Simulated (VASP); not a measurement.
An input for Ansatz (written as the equivalent of a VASP run, and not itself run):

Ansatz 0.2 input:
```yaml
crystal:
  lattice:
    - [0.0000000, 2.7527103, 2.7527103]
    - [2.7527103, 0.0000000, 2.7527103]
    - [2.7527103, 2.7527103, 0.0000000]
  atoms:
    - { symbol: Ag, position: [0.0000000, 0.0000000, 0.0000000] }
    - { symbol: Cl, position: [0.5000000, 0.5000000, 0.5000000] }
kpoints:
  mp_grid: { grid: [9, 9, 9] }
hamiltonian:
  xc: pbe
  dispersion: d3bj
  pseudopotentials: { kind: paw }
scf:
  occupations: { method: tetrahedron }
  max_iter: 100
output: { forces: true, stress: true, eigenvalues: true }
```

Translate this input to VASP (INCAR, KPOINTS, POSCAR, choice of POTCAR).

This is not unique; one that fits is 
File POSCAR:
```
AgCl
1.0
  0.0000000000   2.7527103001   2.7527103001
  2.7527103001   0.0000000000   2.7527103001
  2.7527103001   2.7527103001   0.0000000000
Ag Cl
1 1
direct
  0.0000000000   0.0000000000   0.0000000000
  0.5000000000   0.5000000000   0.5000000000
```

INCAR:
```
NELM  =  100   # most electronic steps
IVDW  =  12
ENCUT  =  520   # plane-wave cut-off (eV)
ALGO  =  Normal   # blocked Davidson
ISIF  =  2
LCHARG  =  .TRUE.
LMAXMIX  =  4   # l cut-off of mixed one-centre charges
LASPH  =  .TRUE.
NEDOS  =  601
SYSTEM  =  AgCl
LREAL  =  .FALSE.   # projection in real space or not
ISMEAR  =  -5
GGA  =  PE
PREC  =  Accurate
LORBIT  =  11   # lm-projected
EDIFF  =  1E-7   # SCF stop (eV)
LWAVE  =  .FALSE.
```

**KPOINTS**
```
Automatic
0
G
 9 9 9
```

POTCAR, in this order: Ag Cl (PBE.64 set). Program: vasp_std.

The two are equivalent in intent, not identical: each code has its own PAW files, so the cut-off isn't converted (ENCUT is set for VASP's; basis.ecutwfc is left out, and Ansatz then takes the one that its files recommend); Ansatz stops its SCF on the density residual and VASP on the energy change (EDIFF).

The compound is AgCl in the rock salt structure. It was relaxed first.
